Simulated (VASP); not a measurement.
# SbW2 (Fm-3m) in VASP: notebook

Aim: see how the results for SbW2 move with the level of theory and the settings. Levels: AM05, PW91, optB88-vdW. Tasks: relaxation of cell and atoms.

Program: VASP 6.6.1. These are calculated values, not measurements. Logs are shortened: lines on timing, memory, paths and dates and some standing lists are left out, and cuts for length are marked.

## Step 1: The structure

Symmetry: Fm-3m, No. 225, cubic system. The conventional cell has a = 6.266 Å, b = 6.266 Å, c = 6.266 Å, α = 90.00°, β = 90.00°, γ = 90.00°. Around Sb (site symmetry m-3m) lie 8 W at 2.71 Å. W (site symmetry -43m) has 4 Sb at 2.71 Å as nearest neighbours.

The cell was built by a generator and needn't be a form met in nature.

## Step 2: Relaxation of cell and atoms, AM05

Input file INCAR:

```
SYSTEM = SbW2
  PREC = Accurate
  ENCUT = 600
  EDIFF = 1E-6
  ISMEAR = -1
  SIGMA = 0.05
  LREAL = .False.
  LASPH = .True.
  NELM = 100
  ALGO = Fast
  ISIF = 3
  LWAVE = .False.
  LCHARG = .False.
  GGA = AM
  IBRION = 2
  NSW = 60
  EDIFFG = -0.02
```

Input file KPOINTS:

```
regular mesh
0
Gamma
  7 7 7
  0 0 0
```

Input file POSCAR:

```
SbW2
1.0
    0.0000000000      3.1330100000      3.1330100000
    3.1330100000      0.0000000000      3.1330100000
    3.1330100000      3.1330100000      0.0000000000
Sb W
1 2
Direct
    0.5000000000      0.5000000000      0.5000000000
    0.2500000000      0.2500000000      0.2500000000
    0.7500000000      0.7500000000      0.7500000000
```

Potentials or basis: VASP PAW PBE potentials, release 64 (Sb, W_sv).

The run is started by

```sh
$ cat potpaw_PBE.64/Sb/POTCAR potpaw_PBE.64/W_sv/POTCAR > POTCAR
$ mpirun -np 1 vasp_std > vasp.out
```

OUTCAR:

```text
SYSTEM = SbW2
   PREC = Accurate
   ENCUT = 600
   EDIFF = 1E-6
   ISMEAR = -1
   LREAL = .False.
   LASPH = .True.
   NELM = 100
   ISIF = 3
   GGA = AM
   IBRION = 2
   NSW = 60
   EDIFFG = -0.02

 ion  position               nearest neighbor table
   1  0.500  0.500  0.500-   2 2.71   2 2.71   2 2.71   3 2.71   3 2.71   3 2.71   3 2.71   2 2.71

   2  0.250  0.250  0.250-   1 2.71   1 2.71   1 2.71   1 2.71   3 3.13   3 3.13   3 3.13   3 3.13
                             3 3.13   3 3.13
   3  0.750  0.750  0.750-   1 2.71   1 2.71   1 2.71   1 2.71   2 3.13   2 3.13   2 3.13   2 3.13
                             2 3.13   2 3.13

  LATTYP: Found a face centered cubic cell.
 ALAT       =     6.2660200000

  Lattice vectors:

 A1 = (   0.0000000000,   3.1330100000,   3.1330100000)
 A2 = (   3.1330100000,   0.0000000000,   3.1330100000)
 A3 = (   3.1330100000,   3.1330100000,   0.0000000000)

Analysis of symmetry for initial positions (statically):
=====================================================================
 Subroutine PRICEL returns:
 Original cell was already a primitive cell.

 Routine SETGRP: Setting up the symmetry group for a
 face centered cubic supercell.

 Subroutine GETGRP returns: Found 48 space group operations
 (whereof 48 operations were pure point group operations)
 out of a pool of 48 trial point group operations.

The static configuration has the point symmetry O_h .

Analysis of symmetry for dynamics (positions and initial velocities):
=====================================================================
 Subroutine PRICEL returns:
 Original cell was already a primitive cell.

 Routine SETGRP: Setting up the symmetry group for a
 face centered cubic supercell.

 Subroutine GETGRP returns: Found 48 space group operations
 (whereof 48 operations were pure point group operations)
 out of a pool of 48 trial point group operations.

The dynamic configuration has the point symmetry O_h .

 Subroutine INISYM returns: Found 48 space group operations
 (whereof 48 operations are pure point group operations),
 and found     1 'primitive' translations

----------------------------------------------------------------------------------------

                                     Primitive cell

  volume of cell :      61.5057

  direct lattice vectors                    reciprocal lattice vectors
     0.000000000  3.133010000  3.133010000    -0.159590937  0.159590937  0.159590937
     3.133010000  0.000000000  3.133010000     0.159590937 -0.159590937  0.159590937
     3.133010000  3.133010000  0.000000000     0.159590937  0.159590937 -0.159590937

  length of vectors
     4.430745233  4.430745233  4.430745233     0.276419610  0.276419610  0.276419610

  position of ions in fractional coordinates (direct lattice)
     0.500000000  0.500000000  0.500000000
     0.250000000  0.250000000  0.250000000
     0.750000000  0.750000000  0.750000000

  ion indices of the primitive-cell ions
   primitive index   ion index
                 1           1
                 2           2
                 3           3

----------------------------------------------------------------------------------------

 KPOINTS: regular mesh

Automatic generation of k-mesh.
 Grid dimensions read from file:
 generate k-points for:    7    7    7

 Generating k-lattice:

  Cartesian coordinates                     Fractional coordinates (reciprocal lattice)
    -0.022798705  0.022798705  0.022798705     0.142857143  0.000000000  0.000000000
     0.022798705 -0.022798705  0.022798705     0.000000000  0.142857143  0.000000000
     0.022798705  0.022798705 -0.022798705     0.000000000  0.000000000  0.142857143

  Length of vectors
     0.039488516  0.039488516  0.039488516

  Shift w.r.t. Gamma in fractional coordinates (k-lattice)
     0.000000000  0.000000000  0.000000000

 Subroutine IBZKPT returns following result:
 ===========================================

 Found     20 irreducible k-points:

 Following reciprocal coordinates:
            Coordinates               Weight
  0.000000  0.000000  0.000000      1.000000
  0.142857  0.000000  0.000000      8.000000
  0.285714  0.000000  0.000000      8.000000
  0.428571  0.000000  0.000000      8.000000
  0.142857  0.142857  0.000000      6.000000
  0.285714  0.142857  0.000000     24.000000
[... 12 lines left out ...]
 -0.428571  0.428571  0.142857     24.000000
 -0.285714  0.428571  0.142857     24.000000
   k-points           NKPTS =     20   k-points in BZ     NKDIM =     20   number of bands    NBANDS=     20
   number of dos      NEDOS =    301   number of ions     NIONS =      3
   total plane-waves  NPLWV =  46656
   dimension x,y,z NGX =    36 NGY =   36 NGZ =   36
   dimension x,y,z NGXF=    72 NGYF=   72 NGZF=   72
   ions per type =               1   2
   NGX,Y,Z   is equivalent  to a cutoff of  13.51, 13.51, 13.51 a.u.
   NGXF,Y,Z  is equivalent  to a cutoff of  27.02, 27.02, 27.02 a.u.
 SYSTEM =  SbW2
   PREC   = accura    normal or accurate (medium, high low for compatibility)
   ISTART =      0    job   : 0-new  1-cont  2-samecut
   ICHARG =      2    charge: 1-file 2-atom 10-const
   ISPIN  =      1    spin polarized calculation?
   LNONCOLLINEAR =      F non collinear calculations
   LSORBIT =      F    spin-orbit coupling
   LASPH  =      T    aspherical Exc in radial PAW
   ENCUT  =  600.0 eV  44.10 Ry    6.64 a.u.   8.85  8.85  8.85*2*pi/ulx,y,z
   NELM   =    100;   NELMIN=  2; NELMDL= -5     # of ELM steps
   EDIFF  = 0.1E-05   stopping-criterion for ELM
   LREAL  =      F    real-space projection
   EDIFFG = -.2E-01   stopping-criterion for IOM
   NSW    =     60    number of steps for IOM
   IBRION =      2    ionic relax: 0-MD 1-quasi-New 2-CG
   NFREE  =      1    steps in history (QN), initial steepest desc. (CG)
   ISIF   =      3    stress and relaxation
   ISYM   =      2    0-nonsym 1-usesym 2-fastsym
   POTIM  = 0.5000    time-step for ionic-motion
   TEBEG  =    0.0;   TEEND  =   0.0 temperature during run
   PSTRESS=    0.0 pullay stress
   NELECT =      33.0000    total number of electrons
   NUPDOWN=      -1.0000    fix difference up-down
   EMIN   =  10.00;   EMAX   =-10.00  energy-range for DOS
   EFERMI =   0.00;   METHOD = LEGACY
   ISMEAR =    -1;   SIGMA  =   0.05  broadening in eV -4-tet -1-fermi 0-gaus
   EFERMI_NEDOS =   21; number of points for ismear=-14 and -15
   IALGO  =     68    algorithm
   IMIX   =      4    mixing-type and parameters
     AMIX     =   0.40;   BMIX     =  1.00
     AMIX_MAG =   1.60;   BMIX_MAG =  1.00
  volume/ion in A,a.u.               =      20.50       138.35
  Fermi-wavevector in a.u.,A,eV,Ry     =   1.330274  2.513853 24.077255  1.769628
  Thomas-Fermi vector in A             =   2.459373
   LORBIT       =      0    0 simple, 1 ext, 2 COOP (PROOUT), +10 PAW based schemes
   GGA     = AM    functional components
   LHFCALC =     F    Hartree Fock is set to
   AEXX    =    0.0000 exact exchange contribution
   IVDW    =     0    specifies the selected vdW correction
   LEPSILON=     F    determine dielectric tensor
   LRPA    =     F    only Hartree local field effects (RPA)
 conjugate gradient relaxation of ions
 non-spin polarized calculation
 RMM-DIIS sequential band-by-band and
  energy-cutoff  :      600.00
  volume of cell :       61.51
 maximum number of plane-waves:      2085
   NGX = 17   NGY = 17   NGZ = 17

--------------------------------------- Ionic step        1  -------------------------------------------

 number of electron      33.0000001 magnetization

 Free energy of the ion-electron system (eV)
  ---------------------------------------------------
  ext. energy  EPLUGINS =         0.00000000
  ---------------------------------------------------
  free energy    TOTEN  =       -26.86218176 eV

  energy without entropy =      -26.82631609  energy(sigma->0) =      -26.84424893

------------------------ aborting loop because EDIFF is reached ----------------------------------------

  FORCE on cell =-STRESS in cart. coord.  units (eV):
  Direction    XX          YY          ZZ          XY          YZ          ZX
  --------------------------------------------------------------------------------------
  -------------------------------------------------------------------------------------
  Total       -2.3380451     -2.3380451     -2.3380451      0.0000000      0.0000000      0.0000000
  in kB      -60.9043237    -60.9043237    -60.9043237      0.0000000      0.0000000      0.0000000
  external PRESSURE =     -60.9043237 kB  Pullay stress =       0.0000000 kB

 VOLUME and BASIS-vectors are now :
 -----------------------------------------------------------------------------
  energy-cutoff  :      600.00
  volume of cell :       61.51
      direct lattice vectors                 reciprocal lattice vectors
     0.000000000  3.133010000  3.133010000    -0.159590937  0.159590937  0.159590937
     3.133010000  0.000000000  3.133010000     0.159590937 -0.159590937  0.159590937
     3.133010000  3.133010000  0.000000000     0.159590937  0.159590937 -0.159590937

 POSITION                                       TOTAL-FORCE (eV/Angst)
 -----------------------------------------------------------------------------------
      3.13301      3.13301      3.13301        -0.000000      0.000000     -0.000000
      1.56651      1.56651      1.56651        -0.000000     -0.000000     -0.000000
      4.69951      4.69951      4.69951         0.000000      0.000000      0.000000
 -----------------------------------------------------------------------------------
    total drift:                                0.000000      0.000000      0.000000

  FREE ENERGIE OF THE ION-ELECTRON SYSTEM (eV)
  ---------------------------------------------------
  free  energy   TOTEN  =       -26.8621817600 eV

  energy  without entropy=      -26.8263160912  energy(sigma->0) =      -26.84424893

--------------------------------------- Ionic step        2  -------------------------------------------

 number of electron      33.0000002 magnetization

 E-fermi :  10.6691     XC(G=0): -12.4548

 val. band max:       10.6337529330   @ k =  -0.4286   0.1429   0.0000
 cond. band min:      10.6824037461   @ k =   0.2857   0.2857   0.0000
 fundamental gap:      0.0486508131
 Fermi energy:        10.6691044564

 k-point     1 :       0.0000    0.0000    0.0000
  band No.  band energies     occupation
      1     -63.2316      2.00000
      2     -63.1786      2.00000
      3     -27.6111      2.00000
      4     -27.6111      2.00000
      5     -27.6111      2.00000
      6     -27.3330      2.00000
[... 12 lines left out ...]
     19      15.6468      0.00000
     20      15.8374      0.00000
[... 457 lines left out ...]
 POSITION                                       TOTAL-FORCE (eV/Angst)
 -----------------------------------------------------------------------------------
      3.01522      3.01522      3.01522         0.000000     -0.000000     -0.000000
      1.50761      1.50761      1.50761         0.000000      0.000000      0.000000
      4.52282      4.52282      4.52282        -0.000000     -0.000000     -0.000000
 -----------------------------------------------------------------------------------
    total drift:                                0.000000      0.000000      0.000000

  FREE ENERGIE OF THE ION-ELECTRON SYSTEM (eV)
  ---------------------------------------------------
  free  energy   TOTEN  =       -26.6657390399 eV

  energy  without entropy=      -26.6359737184  energy(sigma->0) =      -26.65085638

--------------------------------------- Ionic step        3  -------------------------------------------

 number of electron      32.9999997 magnetization

 Free energy of the ion-electron system (eV)
  ---------------------------------------------------
  ext. energy  EPLUGINS =         0.00000000
  ---------------------------------------------------
  free energy    TOTEN  =       -26.90356886 eV

  energy without entropy =      -26.86986101  energy(sigma->0) =      -26.88671494

 E-fermi :   9.6013     XC(G=0): -12.0359

 val. band max:        9.5752198923   @ k =  -0.4286   0.1429   0.0000
 cond. band min:       9.6102029784   @ k =   0.2857   0.2857   0.0000
 fundamental gap:      0.0349830861
 Fermi energy:         9.6012726491

 k-point     1 :       0.0000    0.0000    0.0000
  band No.  band energies     occupation
      1     -64.4410      2.00000
      2     -64.4053      2.00000
      3     -28.7407      2.00000
      4     -28.7407      2.00000
      5     -28.7407      2.00000
      6     -28.5299      2.00000
[... 12 lines left out ...]
     19      13.3282      0.00000
     20      13.3288      0.00000
[... 457 lines left out ...]
 POSITION                                       TOTAL-FORCE (eV/Angst)
 -----------------------------------------------------------------------------------
      3.09738      3.09738      3.09738        -0.000000     -0.000000      0.000000
      1.54869      1.54869      1.54869        -0.000000     -0.000000     -0.000000
      4.64606      4.64606      4.64606         0.000000      0.000000      0.000000
 -----------------------------------------------------------------------------------
    total drift:                                0.000000      0.000000      0.000000

  FREE ENERGIE OF THE ION-ELECTRON SYSTEM (eV)
  ---------------------------------------------------
  free  energy   TOTEN  =       -26.9035688625 eV

  energy  without entropy=      -26.8698610091  energy(sigma->0) =      -26.88671494

 reached required accuracy - stopping structural energy minimisation
```

It took 58 s on 1 thread of Intel Xeon 6975P-C (Granite Rapids), shared host; peak memory 0.22 GiB.

Results:

- Free energy: -26.9036 eV
- Relaxed volume: 19.81 Å³/atom
- Relaxed cell: a = 4.380 Å, b = 4.380 Å, c = 4.380 Å, α = 60.00°, β = 60.00°, γ = 60.00°
- Space group after relaxing (to 0.05 Å): Fm-3m (No. 225)
- Energy gained by relaxing: 13.8 meV/atom
- Ionic steps: 3
- Pressure after relaxing: -0.1 GPa

The path:
| step | energy change (eV) | largest force (eV/Å) | pressure (GPa) | volume (Å³) |
| --- | --- | --- | --- | --- |
| 1 | 0.0000 | 0.0000 | -6.09 | 61.51 |
| 2 | 0.1964 | 0.0000 | 18.16 | 54.83 |
| 3 | -0.0414 | 0.0000 | -0.12 | 59.43 |

Final structure:
```
CELL_PARAMETERS angstrom
0.00000 3.09738 3.09738
3.09738 0.00000 3.09738
3.09738 3.09738 0.00000
ATOMIC_POSITIONS crystal
Sb 0.50000 0.50000 0.50000
W 0.25000 0.25000 0.25000
W 0.75000 0.75000 0.75000
```

Levels at points of the mesh, in eV from the Fermi level:
| k point | band 14 | band 15 | band 16 | band 17 | band 18 | band 19 | band 20 |
| --- | --- | --- | --- | --- | --- | --- | --- |
| (0.00, 0.00, 0.00) | -3.16 | 0.96 | 1.75 | 1.76 | 1.76 | 3.73 | 3.73 |

Caveat: the bands computed are all filled at some k points, so no gap is given; the PAW data sets were made with another functional, which shifts forces and pressure a little. Spin-orbit coupling is left out, which matters for the levels of Sb, W.

## Step 3: Relaxation of cell and atoms, PW91

Edit INCAR of step 2 so:

```diff
@@ -13,3 +13,3 @@
   LCHARG = .False.
-  GGA = AM
+  GGA = 91
   IBRION = 2
```

KPOINTS is that of step 2.

POSCAR is that of step 2.

Potentials or basis: VASP PAW PBE potentials, release 64 (Sb, W_sv).

The run is started by

```sh
$ cat potpaw_PBE.64/Sb/POTCAR potpaw_PBE.64/W_sv/POTCAR > POTCAR
$ mpirun -np 1 vasp_std > vasp.out
```

It took 46 s on 1 thread of Intel Xeon 6975P-C (Granite Rapids), shared host; peak memory 0.22 GiB.

Results (log left out):

```
Free energy                            : -25.5025 eV
Relaxed volume                         : 20.63 Å³/atom
Relaxed cell                           : a = 4.440 Å, b = 4.440 Å, c = 4.440 Å, α = 60.00°, β = 60.00°, γ = 60.00°
Space group after relaxing (to 0.05 Å) : Fm-3m (No. 225)
Energy gained by relaxing              : 0.4 meV/atom
Ionic steps                            : 3
Pressure after relaxing                : 0.0 GPa
```

Step by step:
```tsv
step	energy change (eV)	largest force (eV/Å)	pressure (GPa)	volume (Å³)
1	0.0000	0.0000	1.06	61.51
2	0.0045	0.0000	-2.16	62.72
3	-0.0013	0.0000	0.02	61.89
```

Final structure:
```
CELL_PARAMETERS angstrom
0.00000 3.13944 3.13944
3.13944 0.00000 3.13944
3.13944 3.13944 0.00000
ATOMIC_POSITIONS crystal
Sb 0.50000 0.50000 0.50000
W 0.25000 0.25000 0.25000
W 0.75000 0.75000 0.75000
```

Levels at points of the mesh, in eV from the Fermi level:
| k point | band 14 | band 15 | band 16 | band 17 | band 18 | band 19 | band 20 |
| --- | --- | --- | --- | --- | --- | --- | --- |
| (0.00, 0.00, 0.00) | -3.01 | 0.84 | 1.63 | 1.63 | 1.63 | 3.47 | 3.48 |

Caveat: the bands computed are all filled at some k points, so no gap is given; the PAW data sets were made with another functional, which shifts forces and pressure a little. Spin-orbit coupling is left out, which matters for the levels of Sb, W.

## Step 4: Relaxation of cell and atoms, optB88-vdW

Edit INCAR of step 3 so:

```diff
@@ -13,3 +13,7 @@
   LCHARG = .False.
-  GGA = 91
+  GGA = BO
+  LUSE_VDW = .True.
+  AGGAC = 0.0
+  PARAM1 = 0.1833333333
+  PARAM2 = 0.22
   IBRION = 2
```

KPOINTS is that of step 3.

POSCAR is that of step 3.

The run is started by

```sh
$ cat potpaw_PBE.64/Sb/POTCAR potpaw_PBE.64/W_sv/POTCAR > POTCAR
$ mpirun -np 1 vasp_std > vasp.out
```

It took 3 min on 1 thread of Intel Xeon 6975P-C (Granite Rapids), shared host; peak memory 0.48 GiB.

It converged, with:

- Free energy: -16.9292 eV
- Relaxed volume: 20.59 Å³/atom
- Relaxed cell: a = 4.437 Å, b = 4.437 Å, c = 4.437 Å, α = 60.00°, β = 60.00°, γ = 60.00°
- Space group after relaxing (to 0.05 Å): Fm-3m (No. 225)
- Energy gained by relaxing: 0.2 meV/atom
- Ionic steps: 3
- Pressure after relaxing: 0.0 GPa

Step by step:
```csv
step,energy change (eV),largest force (eV/Å),pressure (GPa),volume (Å³)
1,0.0000,0.0000,0.76,61.51
2,0.0025,0.0000,-1.61,62.38
3,-0.0006,0.0000,0.01,61.77
```

Final structure:
```
CELL_PARAMETERS angstrom
0.00000 3.13752 3.13752
3.13752 0.00000 3.13752
3.13752 3.13752 0.00000
ATOMIC_POSITIONS crystal
Sb 0.50000 0.50000 0.50000
W 0.25000 0.25000 0.25000
W 0.75000 0.75000 0.75000
```

Levels at points of the mesh, in eV from the Fermi level:
| k point | band 14 | band 15 | band 16 | band 17 | band 18 | band 19 | band 20 |
| --- | --- | --- | --- | --- | --- | --- | --- |
| (0.00, 0.00, 0.00) | -2.99 | 0.78 | 1.62 | 1.62 | 1.62 | 3.44 | 3.45 |

Caveat: the bands computed are all filled at some k points, so no gap is given; the PAW data sets were made with another functional, which shifts forces and pressure a little.

## Step 5: Summary

| level | pressure (GPa) | relaxed volume (Å³/atom) |
| --- | --- | --- |
| AM05 | -0.1 | 19.81 |
| PW91 | 0.0 | 20.63 |
| optB88-vdW | 0.0 | 20.59 |

Alike in all rows: task relaxation of cell and atoms; potentials or basis VASP PAW PBE potentials, release 64 (Sb, W_sv); no spin polarisation; cell relaxed; k mesh 7 × 7 × 7; cutoff (eV) 600; smearing fermi-dirac 0.05 eV.

Caveats: the bands computed are all filled at some k points, so no gap is given; the PAW data sets were made with another functional, which shifts forces and pressure a little.

Absolute energies hang on the potentials; compare differences alone.
